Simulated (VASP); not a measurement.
## AlN: a GW gap and what it depends on

How far does the GW correction to the gap of AlN depend on the settings? The starting structure is a measured crystal structure from the Crystallography Open Database. The atoms were first relaxed with LDA in that cell, in a run that isn't shown, and the relaxed structure is the one below.

Method: GW on LDA orbitals, with plane waves and PAW data sets made for GW, in VASP 6.6.1.

**1. The starting structure**

Symmetry: P6_3mc, No. 186, hexagonal system. The conventional cell has a = 3.081 Å, b = 3.081 Å, c = 5.031 Å, α = 90.00°, β = 90.00°, γ = 120.00°. Nearest to Al lie 4 N at 1.88 to 1.90 Å. N has 4 Al at 1.88 to 1.90 Å nearest. Farther neighbours and most contacts between anions are not listed.

**2. G0W0 (response cutoff 100 eV, 6×6×2 mesh)**

It reads the orbitals and their derivatives (WAVECAR and WAVEDER) of a run with the empty bands, which follows a ground-state run; neither is shown.

INCAR reads:

```
SYSTEM = AlN
PREC = Accurate
ENCUT = 450
ISMEAR = 0
SIGMA = 0.01
LREAL = .FALSE.
GGA = CA
NBANDS = 96
ALGO = EVGW0
NELMGW = 1
ENCUTGW = 100
NOMEGA = 40
PRECFOCK = Fast
NBANDSGW = 16
LWAVE = .FALSE.
LCHARG = .FALSE.
```

POSCAR reads:

```
AlN
1.0
    3.0810000000      0.0000000000      0.0000000000
   -1.5405000000      2.6682242691      0.0000000000
    0.0000000000      0.0000000000      5.0310000000
Al N
2 2
Direct
    0.6666666667      0.3333333333      0.5018479882
    0.3333333333      0.6666666667      0.0018479882
    0.6666666667      0.3333333333      0.8801520118
    0.3333333333      0.6666666667      0.3801520118
```

KPOINTS reads:

```
Automatic mesh
0
Gamma
6 6 2
0 0 0
```

Potentials, in the order of the species: Al_GW and N_GW (LDA family, release 64).

Launch:

```console
> mpirun -np 8 vasp_std
```

The log of the run:

```text
[banner, memory and clock lines left out]
running    8 mpi-ranks, on    1 nodes
 distrk:  each k-point on    8 cores,    1 groups
 distr:  one band on    1 cores,    8 groups

 POSCAR found type information on POSCAR AlN
 POSCAR found :  2 types and       4 ions
|                                                                             |
|           W    W    AA    RRRRR   N    N  II  N    N   GGGG   !!!           |
|           W    W   A  A   R    R  NN   N  II  NN   N  G    G  !!!           |
|           W    W  A    A  R    R  N N  N  II  N N  N  G       !!!           |
|           W WW W  AAAAAA  RRRRR   N  N N  II  N  N N  G  GGG   !            |
|           WW  WW  A    A  R   R   N   NN  II  N   NN  G    G                |
|           W    W  A    A  R    R  N    N  II  N    N   GGGG   !!!           |
|                                                                             |
|     For optimal performance we recommend to set                             |
|       NCORE = 2 up to number-of-cores-per-socket                            |
|     NCORE specifies how many cores store one orbital (NPAR=cpu/NCORE).      |
|     This setting can greatly improve the performance of VASP for DFT.       |
|     The default, NCORE=1 might be grossly inefficient on modern             |
|     multi-core architectures or massively parallel machines. Do your        |
|     Unfortunately you need to use the default for GW and RPA                |
|     calculations (for HF NCORE is supported but not extensively tested      |
|     yet).                                                                   |
|                                                                             |

|                                                                             |
|           W    W    AA    RRRRR   N    N  II  N    N   GGGG   !!!           |
|           W    W   A  A   R    R  NN   N  II  NN   N  G    G  !!!           |
|           W    W  A    A  R    R  N N  N  II  N N  N  G       !!!           |
|           W WW W  AAAAAA  RRRRR   N  N N  II  N  N N  G  GGG   !            |
|           WW  WW  A    A  R   R   N   NN  II  N   NN  G    G                |
|           W    W  A    A  R    R  N    N  II  N    N   GGGG   !!!           |
|                                                                             |
|     The default for ENCUTGWSOFT is different in this version of VASP.       |
|     please manually set ENCUTGWSOFT =100 in the INCAR file.                 |
|                                                                             |

 LDA part: xc-table for (Slater(with rela. corr.)+CA(PZ))
 , standard interpolation
 found WAVECAR, reading the header
 POSCAR, INCAR and KPOINTS ok, starting setup
 FFT: planning ... GRIDC
 FFT: planning ... GRID_SOFT
 FFT: planning ... GRID
 reading WAVECAR
 the WAVECAR file was read successfully
 initial charge from wavefunction
 available memory per node:     90.61 GB, setting MAXMEM to     92785

 The Fermi energy was updated, please check that it is located mid-gap
 values below the HOMO (VB) or above the LUMO (CB) will cause erroneous energies
 E-fermi :   7.1888

 calculate exact exchange contribution
 the WAVEDER file was read successfully
energies w=
    0.000    0.000    0.933    0.000    1.860    0.000    2.777    0.000
    3.679    0.000    4.564    0.000    5.430    0.000    6.276    0.000
    7.104    0.000    7.915    0.000    8.712    0.000    9.498    0.000
   10.275    0.000   11.050    0.000   11.824    0.000   12.605    0.000
   13.396    0.000   14.204    0.000   15.035    0.000   15.897    0.000
   16.798    0.000   17.748    0.000   18.760    0.000   19.847    0.000
   21.028    0.000   22.325    0.000   23.768    0.000   25.392    0.000
   27.248    0.000   29.402    0.000   31.949    0.000   35.020    0.000
   38.812    0.000   43.631    0.000   49.971    0.000   58.695    0.000
   71.450    0.000   91.818    0.000  129.343    0.000  220.793    0.000
 responsefunction array rank=     104
 LDA part: xc-table for (Slater(with rela. corr.)+CA(PZ))
 , standard interpolation

 min. memory requirement per mpi rank     83.9 MB, per node    670.9 MB

 allocating   5 responsefunctions rank=   104
 shmem allocating  40 responsefunctions rank=   104
 response function shared by NCSHMEM nodes    1
 Doing            5  frequencies on each core in blocks of           40
NQ=   1    0.0000    0.0000    0.0000,
|.........|.........|.........|.........|.........|.........|.........|.........
 performed        144000 updates of chi_q(r,r)
 total number of BLAS operations         11.32 Gflops
NQ=   2    0.1667   -0.0000    0.0000,
|.........|.........|.........|.........|.........|.........|.........|.........
 performed        411000 updates of chi_q(r,r)
 total number of BLAS operations         32.28 Gflops
NQ=   3    0.3333   -0.0000    0.0000,
|.........|.........|.........|.........|.........|.........|.........|.........
 performed        678000 updates of chi_q(r,r)
 total number of BLAS operations         51.98 Gflops
NQ=   4    0.5000   -0.0000    0.0000,
|.........|.........|.........|.........|.........|.........|.........|.........
 performed        889000 updates of chi_q(r,r)
 total number of BLAS operations         64.52 Gflops
NQ=   5    0.1667    0.1667    0.0000,
|.........|.........|.........|.........|.........|.........|.........|.........
 performed       1174000 updates of chi_q(r,r)
 total number of BLAS operations         86.03 Gflops
NQ=   6    0.3333    0.1667    0.0000,
|.........|.........|.........|.........|.........|.........|.........|.........
 performed       1496000 updates of chi_q(r,r)
 total number of BLAS operations        107.40 Gflops
NQ=   7    0.3333    0.3333    0.0000,
|.........|.........|.........|.........|.........|.........|.........|.........
 performed       1671000 updates of chi_q(r,r)
 total number of BLAS operations        118.74 Gflops
NQ=   8    0.0000    0.0000    0.5000,
|.........|.........|.........|.........|.........|.........|.........|.........
 performed       1815000 updates of chi_q(r,r)
 total number of BLAS operations        131.24 Gflops
NQ=   9    0.1667   -0.0000    0.5000,
|.........|.........|.........|.........|.........|.........|.........|.........
 performed       2082000 updates of chi_q(r,r)
 total number of BLAS operations        151.77 Gflops
NQ=  10    0.3333   -0.0000    0.5000,
|.........|.........|.........|.........|.........|.........|.........|.........
 performed       2349000 updates of chi_q(r,r)
 total number of BLAS operations        168.33 Gflops
NQ=  11    0.5000   -0.0000    0.5000,
|.........|.........|.........|.........|.........|.........|.........|.........
 performed       2560000 updates of chi_q(r,r)
 total number of BLAS operations        180.29 Gflops
NQ=  12    0.1667    0.1667    0.5000,
|.........|.........|.........|.........|.........|.........|.........|.........
 performed       2845000 updates of chi_q(r,r)
 total number of BLAS operations        202.24 Gflops
NQ=  13    0.3333    0.1667    0.5000,
|.........|.........|.........|.........|.........|.........|.........|.........
 performed       3167000 updates of chi_q(r,r)
 total number of BLAS operations        224.09 Gflops
NQ=  14    0.3333    0.3333    0.5000,
|.........|.........|.........|.........|.........|.........|.........|.........
 performed       3342000 updates of chi_q(r,r)
 total number of BLAS operations        235.43 Gflops
 resolving degeneracies of screened two electron integrals

 calculate QP shifts <psi_nk| G(iteration)W_0 |psi_nk>: iteration 1
 entering main loop
```

Wall time 25 s (8 MPI ranks of AMD EPYC 7R43, shared host); peak memory 0.96 GiB; 3.2 min of CPU time.

Lines that name or quote the potential files are left out of all logs, and their timing lines are given in words.

From OUTCAR (step 2):

```text
ion  position               nearest neighbor table
   1  0.667  0.333  0.502-   4 1.88   4 1.88   4 1.88   3 1.90
   2  0.333  0.667  0.002-   3 1.88   3 1.88   3 1.88   4 1.90
   3  0.667  0.333  0.880-   2 1.88   2 1.88   2 1.88   1 1.90
   4  0.333  0.667  0.380-   1 1.88   1 1.88   1 1.88   2 1.90

  LATTYP: Found a hexagonal cell.
 ALAT       =     3.0810000000
 C/A-ratio  =     1.6329113924

 Subroutine GETGRP returns: Found 12 space group operations
 (whereof  6 operations were pure point group operations)

The static configuration has the point symmetry C_3v.
 The point group associated with its full space group is C_6v.

 Found     14 irreducible k-points:

   k-points           NKPTS =     14   k-points in BZ     NKDIM =     72   number of bands    NBANDS=     96

   dimension x,y,z NGX =    24 NGY =   24 NGZ =   36
   dimension x,y,z NGXF=    48 NGYF=   48 NGZF=   72

   ENCUT  =  450.0 eV  33.07 Ry    5.75 a.u.   5.33  5.33  8.70*2*pi/ulx,y,z

   NELECT =      16.0000    total number of electrons

  energy-cutoff  :      450.00
  volume of cell :       41.36
      direct lattice vectors                 reciprocal lattice vectors
     3.081000000  0.000000000  0.000000000     0.324569945  0.187390545  0.000000000
    -1.540500000  2.668224269  0.000000000     0.000000000  0.374781090  0.000000000
     0.000000000  0.000000000  5.031000000     0.000000000  0.000000000  0.198767641

 k-points in reciprocal lattice and weights: Automatic mesh
   0.00000000  0.00000000  0.00000000       0.014
   0.16666667 -0.00000000  0.00000000       0.083
   0.33333333 -0.00000000  0.00000000       0.083
   0.50000000 -0.00000000  0.00000000       0.042
   0.16666667  0.16666667  0.00000000       0.083
   0.33333333  0.16666667  0.00000000       0.167
   0.33333333  0.33333333  0.00000000       0.028
   0.00000000  0.00000000  0.50000000       0.014
   0.16666667 -0.00000000  0.50000000       0.083
[...]
0.33333333  0.16666667  0.50000000       0.167
   0.33333333  0.33333333  0.50000000       0.028

 E-fermi :   7.1888

 QP shifts <psi_nk| G(iteration)W_0 |psi_nk>: iteration 1
 for sc-GW calculations column KS-energies equals QP-energies in previous step
 and V_xc(KS)=  KS-energies - (<T + V_ion + V_H > + <T+V_H+V_ion>^1  + <V_x>^1)
 k-point   1 :       0.0000    0.0000    0.0000
  band No.  KS-energies  QP-energies   sigma(KS)   V_xc(KS)     V^pw_x(r,r')   Z            occupation Imag(sigma)
    ...
      5       4.3356       3.7682     -17.2698     -16.5384     -20.5936       0.7758       2.0000       0.1114
      6       4.9432       4.4645     -17.5779     -16.9650     -20.7747       0.7811       2.0000       0.1031
      7       4.9432       4.4645     -17.5779     -16.9650     -20.7747       0.7811       2.0000       0.1031
      8       4.9857       4.5461     -17.5222     -16.9578     -20.7475       0.7789       2.0000       0.1050
      9       9.3919      10.4095     -11.5607     -12.8165      -7.8999       0.8103       0.0000      -0.0913
     10      11.9162      13.1370      -9.9880     -11.4829      -5.8374       0.8166       0.0000      -0.1026
     11      15.5225      17.1590     -12.3154     -14.4787      -7.1846       0.7565       0.0000      -0.2047
     12      16.3133      17.6585      -8.7717     -10.4473      -3.9821       0.8028       0.0000      -0.1561
    ...

 k-point   2 :       0.1667   -0.0000    0.0000
  band No.  KS-energies  QP-energies   sigma(KS)   V_xc(KS)     V^pw_x(r,r')   Z            occupation Imag(sigma)
    ...
      5       3.6308       2.9969     -16.6891     -15.8706     -19.9755       0.7745       2.0000       0.1180
      6       3.9351       3.3085     -16.9507     -16.1426     -20.3129       0.7754       2.0000       0.1160
      7       4.8346       4.3734     -17.4289     -16.8364     -20.6607       0.7785       2.0000       0.1057
      8       4.8499       4.3579     -17.5619     -16.9311     -20.7942       0.7801       2.0000       0.1048
      9      10.6168      11.7791     -12.0599     -13.5093      -8.3254       0.8020       0.0000      -0.0974
     10      12.9557      14.2677     -10.1830     -11.8045      -5.9003       0.8091       0.0000      -0.1125
     11      14.1167      15.4891     -10.5599     -12.3064      -5.8642       0.7858       0.0000      -0.1563
     12      14.9046      16.2284      -9.6555     -11.3150      -4.9885       0.7977       0.0000      -0.1443
    ...

 k-point   3 :       0.3333   -0.0000    0.0000
  band No.  KS-energies  QP-energies   sigma(KS)   V_xc(KS)     V^pw_x(r,r')   Z            occupation Imag(sigma)
    ...
      5       1.7268       0.8966     -15.8509     -14.7570     -19.5819       0.7590       2.0000       0.1598
      6       3.3308       2.6260     -16.5917     -15.6775     -20.0455       0.7709       2.0000       0.1252
      7       4.1694       3.6183     -16.8240     -16.1135     -20.0607       0.7756       2.0000       0.1107
      8       4.5666       4.0299     -17.4047     -16.7153     -20.6993       0.7784       2.0000       0.1085
      9      11.2969      12.4414      -9.9608     -11.3720      -5.9203       0.8111       0.0000      -0.1054
     10      11.6214      12.7335      -9.3685     -10.7390      -5.2102       0.8115       0.0000      -0.1112
     11      13.0374      14.3726     -10.8621     -12.5270      -6.5438       0.8020       0.0000      -0.1202
     12      15.4033      16.9432     -10.9906     -12.9566      -6.2066       0.7833       0.0000      -0.1585
    ...

 k-point   4 :       0.5000   -0.0000    0.0000
  band No.  KS-energies  QP-energies   sigma(KS)   V_xc(KS)     V^pw_x(r,r')   Z            occupation Imag(sigma)
    ...
      5       1.6868       0.8625     -15.4856     -14.4037     -19.1453       0.7620       2.0000       0.1583
      6       3.0786       2.3444     -16.4679     -15.5131     -19.9641       0.7690       2.0000       0.1294
      7       3.2489       2.5914     -15.7984     -14.9494     -18.9895       0.7746       2.0000       0.1192
      8       4.4141       3.8581     -17.3211     -16.6045     -20.6454       0.7758       2.0000       0.1105
      9      10.6565      11.7475      -9.8242     -11.1678      -5.9428       0.8120       0.0000      -0.1004
     10      10.8890      11.9550      -8.9262     -10.2241      -4.8949       0.8214       0.0000      -0.1003
     11      13.2773      14.5688     -10.4441     -12.0452      -6.1123       0.8066       0.0000      -0.1180
     12      15.2811      16.8674     -11.7950     -13.8467      -6.9286       0.7732       0.0000      -0.1707
    ...

[... 4 further parts left out ...]
```

G0W0 (response cutoff 100 eV, 6×6×2 mesh): the quasiparticle gap on this mesh is 5.863 eV, +1.457 eV from the LDA gap on the same points, with 96 bands.

**3. G0W0 (response cutoff 160 eV, 6×6×2 mesh)**

It reads the orbitals and their derivatives (WAVECAR and WAVEDER) of a run with the empty bands, which follows a ground-state run; neither is shown.

Edit INCAR of step 2 so:

```diff
@@ -7,6 +7,6 @@
 GGA = CA
-NBANDS = 96
+NBANDS = 192
 ALGO = EVGW0
 NELMGW = 1
-ENCUTGW = 100
+ENCUTGW = 160
 NOMEGA = 40
```

POSCAR is that of step 2.

KPOINTS is that of step 2.

Launch:

```console
> mpirun -np 8 vasp_std
```

The log of the run:

```text
[banner, memory and clock lines left out]
running    8 mpi-ranks, on    1 nodes
[...]
[... a notice as in an earlier step ...]

|                                                                             |
|           W    W    AA    RRRRR   N    N  II  N    N   GGGG   !!!           |
|           W    W   A  A   R    R  NN   N  II  NN   N  G    G  !!!           |
|           W    W  A    A  R    R  N N  N  II  N N  N  G       !!!           |
|           W WW W  AAAAAA  RRRRR   N  N N  II  N  N N  G  GGG   !            |
|           WW  WW  A    A  R   R   N   NN  II  N   NN  G    G                |
|           W    W  A    A  R    R  N    N  II  N    N   GGGG   !!!           |
|                                                                             |
|     The default for ENCUTGWSOFT is different in this version of VASP.       |
|     please manually set ENCUTGWSOFT =160 in the INCAR file.                 |
|                                                                             |

[...]
total number of BLAS operations       1224.98 Gflops
NQ=  10    0.3333   -0.0000    0.5000,
|.........|.........|.........|.........|.........|.........|.........|.........
 performed       4792000 updates of chi_q(r,r)
 total number of BLAS operations       1395.52 Gflops
NQ=  11    0.5000   -0.0000    0.5000,
|.........|.........|.........|.........|.........|.........|.........|.........
 performed       5225000 updates of chi_q(r,r)
 total number of BLAS operations       1523.26 Gflops
NQ=  12    0.1667    0.1667    0.5000,
|.........|.........|.........|.........|.........|.........|.........|.........
 performed       5805000 updates of chi_q(r,r)
 total number of BLAS operations       1690.94 Gflops
NQ=  13    0.3333    0.1667    0.5000,
|.........|.........|.........|.........|.........|.........|.........|.........
 performed       6459000 updates of chi_q(r,r)
 total number of BLAS operations       1879.91 Gflops
NQ=  14    0.3333    0.3333    0.5000,
|.........|.........|.........|.........|.........|.........|.........|.........
 performed       6818000 updates of chi_q(r,r)
 total number of BLAS operations       1979.39 Gflops
 resolving degeneracies of screened two electron integrals

 calculate QP shifts <psi_nk| G(iteration)W_0 |psi_nk>: iteration 1
 entering main loop
[key lines of the parts left out:]
E-fermi :   7.1888
```

The job ended after 51 s (8 MPI ranks; peak memory 1.4 GiB; 6.6 min of CPU time).

From OUTCAR (step 3):

```text
 QP shifts <psi_nk| G(iteration)W_0 |psi_nk>: iteration 1
 for sc-GW calculations column KS-energies equals QP-energies in previous step
 and V_xc(KS)=  KS-energies - (<T + V_ion + V_H > + <T+V_H+V_ion>^1  + <V_x>^1)
 k-point   1 :       0.0000    0.0000    0.0000
  band No.  KS-energies  QP-energies   sigma(KS)   V_xc(KS)     V^pw_x(r,r')   Z            occupation Imag(sigma)
    ...
      5       4.3356       3.4925     -17.6297     -16.5384     -20.5936       0.7726       2.0000       0.1285
      6       4.9432       4.1739     -17.9543     -16.9650     -20.7747       0.7777       2.0000       0.1233
      7       4.9432       4.1739     -17.9543     -16.9650     -20.7747       0.7777       2.0000       0.1233
      8       4.9857       4.2642     -17.8879     -16.9578     -20.7475       0.7756       2.0000       0.1253
      9       9.3919      10.2672     -11.7325     -12.8165      -7.8999       0.8075       0.0000      -0.0737
     10      11.9162      13.0096     -10.1412     -11.4829      -5.8374       0.8150       0.0000      -0.0887
     11      15.5225      16.9369     -12.6034     -14.4787      -7.1846       0.7543       0.0000      -0.1788
     12      16.3133      17.5330      -8.9271     -10.4473      -3.9821       0.8023       0.0000      -0.1452
    ...

[... 1 part as in an earlier step ...]

[... 2 further parts left out ...]
[key lines of the parts left out:]
E-fermi :   7.1888
```

G0W0 (response cutoff 160 eV, 6×6×2 mesh): the quasiparticle gap on this mesh is 6.003 eV, +1.597 eV from the LDA gap on the same points, with 192 bands.

[end of part 1 of 2]

[Lines on the potential files, build, host, timing and source positions are cut from VASP's logs without a mark.]

[Logs are printed without paths, hosts, clocks, repeated set-up lines and the standing remarks that a program may print on its own settings, such as how far it seeks lower states.]

[Hosts, paths, dates, database ids (printed as entryN), source tags and the programs' standing remarks are cut or masked in the printed files.]
